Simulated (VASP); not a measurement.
Given:

```xyz
2
Lattice="2.9172 0.0000 0.0000 0.0000 2.9172 0.0000 0.0000 0.0000 2.9172" Properties=species:S:1:pos:R:3 pbc="T T T"
Al     1.4586     1.4586     1.4586
Co     0.0000     0.0000     0.0000
```

Computed with PBE GGA + U (Dudarev), VASP's PBE PAW potentials (set 64) (plane waves; VASP). Run with 400 eV cut-off, 11×11×11 Γ-centred mesh, first-order Methfessel-Paxton smearing of 0.10 eV, potentials Al Co, U − J: Co 2.00 eV.

Task: Give the stress tensor in GPa (positive for a compressed cell).

Result: 
```
-13.20    0.00    0.00
  0.00  -13.20    0.00
  0.00    0.00  -13.20
```
The pressure is its mean diagonal, -13.20 GPa.

The compound is CoAl in the CsCl type structure. The cell was not relaxed at this level. The run is one of a series of settings (LDAU = .TRUE., LDAUJ = 0 0, LDAUL = -1 2, LDAUTYPE = 2, LDAUU = 0 2.0 against the base run), some of them coarse on purpose. The run is not spin-polarised, so no magnetic state was tried.
